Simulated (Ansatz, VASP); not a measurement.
# Cross-check of Ti (free-standing square Ti monolayer, spacing 2.904 A) between VASP and Ansatz, part 2 of 2

Aim: how closely do two programs agree when they are given the same cell, functional and k mesh? The cell is taken from a series of runs on this material, whose earlier steps may have relaxed, scaled, displaced or heated it; both programs get it as it stands.

VASP 6.6.1 and Ansatz 0.2.0.

So far: Starting point; Ansatz: single point, LDA, pair 1; VASP: single point, LDA, pair 1.

## Step 3: VASP: single point, LDA, pair 1 (continued)

Level of this step: LDA, spin-polarised from a ferromagnetic start; plane waves and PAW (Ti_sv) (VASP).

Numbers of over 12 decimals in the logs are rounded to 6 here.

Parts of OUTCAR (step 3):

```text
ion  position               nearest neighbor table
   1  0.000  0.000  0.500-

  LATTYP: Found a simple tetragonal cell.
 ALAT       =     2.9040000000
 C/A-ratio  =     4.8209366391

 Subroutine GETGRP returns: Found 16 space group operations
 (whereof 16 operations were pure point group operations)

The static configuration has the point symmetry D_4h.

 Found     10 irreducible k-points:

   k-points           NKPTS =     10   k-points in BZ     NKDIM =     10   number of bands    NBANDS=     13

   dimension x,y,z NGX =    20 NGY =   20 NGZ =   96
   dimension x,y,z NGXF=    40 NGYF=   40 NGZF=  192

   ENCUT  =  400.0 eV  29.40 Ry    5.42 a.u.   4.74  4.74 22.83*2*pi/ulx,y,z

   NELECT =      12.0000    total number of electrons

 k-points in reciprocal lattice and weights: Automatic mesh
   0.00000000  0.00000000  0.00000000       0.020
   0.14285714  0.00000000  0.00000000       0.082
   0.28571429  0.00000000  0.00000000       0.082
   0.42857143  0.00000000  0.00000000       0.082
   0.14285714  0.14285714  0.00000000       0.082
   0.28571429  0.14285714  0.00000000       0.163
   0.42857143  0.14285714  0.00000000       0.163
   0.28571429  0.28571429  0.00000000       0.082
   0.42857143  0.28571429  0.00000000       0.163
   0.42857143  0.42857143  0.00000000       0.082

 average (electrostatic) potential at core
       1 -83.2165

 E-fermi :  -2.1610

 spin component 1
 k-point     1 :       0.0000    0.0000    0.0000
  band No.  band energies     occupation
    ...
      4     -35.5233      1.00000
      5      -6.2133      1.00000
      6      -3.4945      1.00000
      7      -2.8246      0.99869
      8      -2.1825      0.55359
      9      -0.9588      0.00001
     10      -0.9588      0.00001
     11       0.0703      0.00000
     12       1.4368      0.00000
     13       2.4126      0.00000

 k-point     2 :       0.1429    0.0000    0.0000
  band No.  band energies     occupation
    ...
      4     -35.5175      1.00000
      5      -5.7851      1.00000
      6      -3.2836      0.99999
      7      -2.6501      0.99255
      8      -2.4089      0.92263
      9      -0.9250      0.00000
     10      -0.6664      0.00000
     11      -0.1742      0.00000
     12       1.7650      0.00000
     13       2.8326      0.00000

 k-point     3 :       0.2857    0.0000    0.0000
  band No.  band energies     occupation
    ...
      3     -35.7452      1.00000
      4     -35.5046      1.00000
      5      -4.7000      1.00000
      6      -2.8928      0.99934
      7      -2.7698      0.99774
      8      -2.1540      0.48245
      9      -0.8481      0.00000
     10      -0.6728      0.00000
     11       0.2641      0.00000
     12       2.7473      0.00000
    ...

 k-point     4 :       0.4286    0.0000    0.0000
  band No.  band energies     occupation
    ...
      2     -36.0610      1.00000
      3     -35.8657      1.00000
      4     -35.4942      1.00000
      5      -3.7076      1.00000
      6      -3.2451      0.99998
      7      -2.0676      0.28211
      8      -1.6330      0.00507
      9      -1.0332      0.00001
     10      -0.7854      0.00000
     11       1.6539      0.00000
    ...

 k-point     5 :       0.1429    0.1429    0.0000
  band No.  band energies     occupation
    ...
      4     -35.5834      1.00000
      5      -5.3593      1.00000
      6      -3.0512      0.99986
      7      -2.5030      0.96833
      8      -2.4673      0.95533
      9      -1.2824      0.00015
     10      -0.4460      0.00000
     11      -0.1341      0.00000
     12       2.0983      0.00000
     13       3.2496      0.00000

 k-point     6 :       0.2857    0.1429    0.0000
  band No.  band energies     occupation
    ...
      3     -35.7378      1.00000
      4     -35.5718      1.00000
      5      -4.2944      1.00000
      6      -2.7938      0.99822
      7      -2.5344      0.97666
      8      -2.0765      0.30055
      9      -1.3637      0.00034
     10      -0.8940      0.00000
     11       0.8391      0.00000
     12       3.0964      0.00000
    ...

  Total       -3.0284426     -3.0284426     -0.0772449      0.0000000      0.0000000      0.0000000
  in kB      -41.0968630    -41.0968630     -1.0482356      0.0000000      0.0000000      0.0000000
  external PRESSURE =     -27.7473205 kB  Pullay stress =       0.0000000 kB

  energy-cutoff  :      400.00
  volume of cell :      118.07
      direct lattice vectors                 reciprocal lattice vectors
     2.904000000  0.000000000  0.000000000     0.344352617  0.000000000  0.000000000
     0.000000000  2.904000000  0.000000000     0.000000000  0.344352617  0.000000000
     0.000000000  0.000000000 14.000000000     0.000000000  0.000000000  0.071428571

 POSITION                                       TOTAL-FORCE (eV/Angst)
 -----------------------------------------------------------------------------------
      0.00000      0.00000      7.00000         0.000000      0.000000      0.000000
 -----------------------------------------------------------------------------------
    total drift:                                0.000000      0.000000      0.000000

  FREE ENERGIE OF THE ION-ELECTRON SYSTEM (eV)
  ---------------------------------------------------
  free  energy   TOTEN  =        -5.7183152952 eV

  energy  without entropy=       -5.6317240836  energy(sigma->0) =       -5.67501969

 total charge
# of ion       s       p       d       tot
------------------------------------------
    1        2.219   6.005   1.901  10.125

 magnetization (x)
# of ion       s       p       d       tot
------------------------------------------
    1        0.013   0.036   1.259   1.308

[... 6 further parts left out ...]
```

## Step 4: Differences

Known differences besides the potentials themselves: VASP starts from the moments at which Ansatz ended; the cutoff is 420 eV in Ansatz and 400 eV in VASP; VASP's log shows a relativistic correction to its local exchange, Ansatz's none; site moments are counted in spheres of each program's own size. Total energies have different zeros and are not compared.

Compared:

| quantity | Ansatz | VASP | difference |
| --- | --- | --- | --- |
| total moment (μB) | 1.93 | 1.95 | -0.02 |
| moment on Ti1 (μB) | 1.35 | 1.31 | +0.04 |

Where the cell holds vacuum, a pressure given here is an average over it and none of the material.

## Step 5: Ansatz: single point, LDA, pair 2

A single point takes one fixed geometry, so differences don't come from the geometry; what else differs is listed under the comparison.

The cell is taken from a series of runs on this material, whose earlier steps may have relaxed, scaled, displaced or heated it; both programs get it as it stands.

File input.yaml:

```yaml
crystal:
  lattice:
    - [2.904, 0.0, 0.0]
    - [0.0, 2.904, 0.0]
    - [0.0, 0.0, 14.0]
  atoms:
    - { symbol: Ti, position: [0.0, 0.0, 0.5], spin: 1.35 }
magnetization:
  spin_polarized: true
kpoints:
  mp_grid: { grid: [19, 19, 1] }
hamiltonian:
  xc: lda
  pseudopotentials: { kind: paw, azcp: { folder: soft_1 }, xc_functional: pbe }
scf:
  occupations: { method: fermi_dirac, width: 0.1 }
  max_iter: 120
  convergence: { dr2_threshold: 1.0e-08 }
  lower_state_search: "off"
basis:
  ecutwfc: 420.0
checkpoint:
  read: start
  write: ck
  compress: false
  write_wavefunctions: false
  write_every: 100000
```

Command:

```
$ ansatz run input.yaml --threads 4 --pin off --max-ram 8192MiB --backend cpu --events-out ev --progress --plain --runs-dir out
```

Output:

```text
[...]
SCF converged after 7 iterations
Magnetization: 2.0231 μB (7.0116 up, 4.9884 down)
Absolute magnetization: 2.0232 μB (∫|ρ↑−ρ↓|, with the PAW one-centre terms)
[...]
Per-site moments (μB) at R_I (Å): [(1.424127, 1.1979)]
Free energy (F): -2447.481992 eV
[...]
Internal energy: -2447.399678 eV  (E = F + TS)
E sigma→0 (E₀):  -2447.440835 eV
Entropy (-TS):   -0.082314 eV (-82.314 meV/atom)
Fermi energy:    -1.462966 eV
[...]
```

## Step 6: VASP: single point, LDA, pair 2

The same cell, functional (in two slightly different forms), mesh and smearing now go to VASP, with its own data sets.

File INCAR:

```
SYSTEM = Ti
PREC = Accurate
ENCUT = 400
EDIFF = 1E-06
NELM = 200
ISMEAR = -1
SIGMA = 0.1
LREAL = .FALSE.
ALGO = Normal
GGA = PW92
NBANDS = 13
ISPIN = 2
MAGMOM = 1.42
LASPH = .TRUE.
LMAXMIX = 4
LORBIT = 11
LWAVE = .FALSE.
LCHARG = .FALSE.
ISIF = 2
GGA_COMPAT = .FALSE.
```

File POSCAR:

```
Ti
1.0
    2.9040000000      0.0000000000      0.0000000000
    0.0000000000      2.9040000000      0.0000000000
    0.0000000000      0.0000000000     14.0000000000
Ti
1
Direct
    0.0000000000      0.0000000000      0.5000000000
```

File KPOINTS:

```
Automatic mesh
0
Gamma
19 19 1
0 0 0
```

The projector-augmented-wave data sets are Ti_sv (LDA family, release 64).

Command:

```
$ mpirun -np 1 vasp_std
```

Output:

```text
[banner, memory and clock lines left out]
running    1 mpi-ranks, on    1 nodes
[...]
[... a notice as in an earlier step ...]

 LDA part: xc-table for (Slater(with rela. corr.)+PW92), standard interpolation
 POSCAR, INCAR and KPOINTS ok, starting setup
[...]
entering main loop
       N       E                     dE             d eps       ncg     rms          rms(c)
DAV:   1     0.524646771441E+02    0.52465E+02   -0.59354E+03  3620   0.588E+02
DAV:   2     0.194253924777E+01   -0.50522E+02   -0.48676E+02  3523   0.176E+02
DAV:   3    -0.595079372845E+01   -0.78933E+01   -0.77068E+01  4971   0.512E+01
DAV:   4    -0.642681937271E+01   -0.47603E+00   -0.47429E+00  3432   0.115E+01
[...]
DAV:  23    -0.571863571257E+01   -0.22235E-05   -0.30432E-07  2758   0.136E-03    0.421E-04
DAV:  24    -0.571863714636E+01   -0.14338E-05   -0.31614E-07  2878   0.114E-03    0.340E-04
DAV:  25    -0.571863744091E+01   -0.29455E-06   -0.15919E-08  2418   0.453E-04
   1 F= -.57186374E+01 E0= -.56773069E+01  d E =-.826611E-01  mag=     2.0338
```

OUTCAR, selected parts (step 6):

```text
  Total       -2.9296751     -2.9296751     -0.0774849      0.0000000      0.0000000      0.0000000
  in kB      -39.7565588    -39.7565588     -1.0514934      0.0000000      0.0000000      0.0000000
  external PRESSURE =     -26.8548703 kB  Pullay stress =       0.0000000 kB

  FREE ENERGIE OF THE ION-ELECTRON SYSTEM (eV)
  ---------------------------------------------------
  free  energy   TOTEN  =        -5.7186374409 eV

  energy  without entropy=       -5.6359763414  energy(sigma->0) =       -5.67730689

 magnetization (x)
# of ion       s       p       d       tot
------------------------------------------
    1        0.015   0.038   1.318   1.371

[... 2 parts as in an earlier step ...]

[... 2 further parts left out ...]
[key lines of the parts left out:]
E-fermi :  -2.1766
```

## Step 7: Differences

Compared:

| quantity | Ansatz | VASP | difference |
| --- | --- | --- | --- |
| total moment (μB) | 2.02 | 2.03 | -0.01 |
| moment on Ti1 (μB) | 1.42 | 1.37 | +0.05 |

Where the cell holds vacuum, a pressure given here is an average over it and none of the material.

## Step 8: Outcome

```yaml
difference_in_total_moment_single_point_lda_pair_1: -0.020 μB
difference_in_total_moment_single_point_lda_pair_2: -0.011 μB
```

In words: The difference in total moment is -0.020 μB (single point, LDA, pair 1). Pairs 1 and 2 hold one cell, so they aren't independent. How closely two codes agree says nothing of how well the functional describes the real material.

[Lines on the potential files, build, host, timing and source positions are cut from VASP's logs without a mark.]

[Logs are printed without paths, hosts, clocks, repeated set-up lines and the standing remarks that a program may print on its own settings, such as how far it seeks lower states.]

[Hosts, paths, dates, database ids (printed as entryN), source tags and the programs' standing remarks are cut or masked in the printed files.]
